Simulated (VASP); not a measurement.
Wanted: the native input for a VASP 6.6.1 run.

| Item | Value |
| --- | --- |
| Task | relaxation of cell and atoms |
| Functional | PBE |
| Potentials or basis | VASP PAW PBE potentials, release 64 (Sc_sv, In_d, Sb) |
| Cutoff | 520 eV |
| k mesh | 8 × 8 × 4 |
| Occupations | gaussian, width 0.1 eV |
| Spin | no spin polarisation |
| Further INCAR settings | ALGO = Normal; EDIFF = 1e-07; IBRION = 2; POTIM = 0.3; EDIFFG = -0.005; NSW = 60; ISIF = 3 |

The structure of Sc2InSb3 lies in POSCAR:

```
Sc2InSb3                                
1.0
    4.2145863519      0.0000000000      0.0000000000
    0.0000000000      4.2145863519      0.0000000000
    0.0000000000      0.0000000000      8.4590926592
  Sc              In              Sb            
     2     1     3
Direct
     0.0000000000000000    0.5000000000000000    0.7087118597915609
     0.5000000000000000    0.0000000000000000    0.2912881402084391
     1.0000000000000000    0.0000000000000000    0.0000000000000000
     0.5000000000000000    0.5000000000000000    0.0000000000000000
     0.0000000000000000    0.5000000000000000    0.3508852877520084
     0.5000000000000000    0.0000000000000000    0.6491147122479916
```

The cell was built by a generator and needn't be a form met in nature.

These files were run (other wordings do the same):

INCAR

```
SYSTEM = Sc2InSb3
PREC     = Accurate       ! precision mode
ENCUT    = 520            ! plane-wave cutoff, eV
EDIFF    = 1E-7           ! SCF threshold, eV
ISMEAR   = 0              ! smearing method
SIGMA    = 0.1            ! smearing width, eV
LREAL    = .FALSE.        ! projectors in reciprocal space
LASPH    = .TRUE.         ! aspherical terms in the spheres
NELM     = 120            ! most SCF steps
ALGO     = Normal         ! electronic algorithm
ISIF     = 3              ! what is computed and relaxed
LWAVE    = .FALSE.        ! write WAVECAR
LCHARG   = .FALSE.        ! write CHGCAR
GGA      = PE             ! functional
IBRION   = 2              ! ionic algorithm
NSW      = 60             ! ionic steps
EDIFFG   = -0.005         ! ionic threshold
POTIM    = 0.3            ! step
KPAR     = 4
```

KPOINTS

```
Automatic mesh
0
G
  8 8 4
  0 0 0
```

Potentials or basis: VASP PAW PBE potentials, release 64 (Sc_sv, In_d, Sb).

The run is started by

```sh
$ cat potpaw_PBE.64/Sc_sv/POTCAR potpaw_PBE.64/In_d/POTCAR potpaw_PBE.64/Sb/POTCAR > POTCAR
$ mpirun -np 4 vasp_std > vasp.out
```

Results of the run:

| Quantity | Value |
| --- | --- |
| Relaxed volume | 25.06 Å³/atom |
| Relaxed cell | a = 4.215 Å, b = 4.215 Å, c = 8.465 Å, α = 90.00°, β = 90.00°, γ = 90.00° |
| Space group after relaxing (to 0.05 Å) | P-4m2 (No. 115) |
| Energy gained by relaxing | 0.0 meV/atom |
| Ionic steps | 3 |
| Pressure after relaxing | 0.0 GPa |
| Band gap on the k mesh | none (metal or under the smearing width) |

It took 75 s on 4 MPI ranks on Intel(R) Xeon(R) Platinum 8559C (Emerald Rapids), with other jobs on the host, peak memory 0.38 GiB a rank.
